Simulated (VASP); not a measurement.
Here is the system:

```xyz
6
Lattice="5.0688 0.0000 0.0000 0.0000 5.0688 0.0000 0.0000 0.0000 3.4553" Properties=species:S:1:pos:R:3 pbc="T T T"
Pb     5.0688     0.0000     0.0000
Pb     2.5344     2.5344     1.7276
O      1.5601     1.5601     0.0000
O      4.0945     0.9743     1.7276
O      0.9743     4.0945     1.7276
O      3.5087     3.5087     3.4553
```

All values below come from PBE GGA, VASP's PBE PAW potentials (set 64) (plane waves; VASP). Numerical set-up: 520 eV cut-off, Gaussian smearing of 0.050 eV, potentials Pb_d O.

Unless said otherwise, spin-orbit coupling is left out, though it shifts the bands of the heavy elements here.

Task: Give the energies of bands 15 to 28 at the high-symmetry points, in eV from the valence-band maximum.

Result: 
```csv
band,Γ,X,M,Z,R,A
15,-7.86,-6.32,-5.61,-7.21,-6.96,-7.63
16,-3.12,-6.32,-5.61,-7.21,-6.96,-7.63
17,-3.06,-2.41,-2.96,-3.16,-4.36,-3.68
18,-3.06,-2.41,-2.96,-3.16,-4.36,-3.68
19,-2.23,-2.27,-2.39,-2.78,-3.20,-1.85
20,-1.85,-2.27,-2.39,-2.78,-3.20,-1.85
21,-1.63,-1.20,-1.39,-1.89,-0.95,-1.83
22,-0.69,-1.20,-1.39,-1.89,-0.95,-1.83
23,-0.58,-0.60,-0.63,-0.95,-0.64,-0.55
24,-0.58,-0.60,-0.63,-0.95,-0.64,-0.55
25,-0.48,-0.29,-0.38,-0.66,-0.20,-0.41
26,-0.48,-0.29,-0.38,-0.66,-0.20,-0.41
27,0.16,2.15,2.53,3.44,3.73,2.59
28,3.92,2.15,2.53,3.44,3.73,2.59
```

The gap is indirect, 0.07 eV, from the valence maximum at Γ-Z at 0.33 to the conduction minimum at M-Γ at 0.78.

The compound is PbO2 in the rutile structure. It was relaxed first, which changed the volume by +6 %.
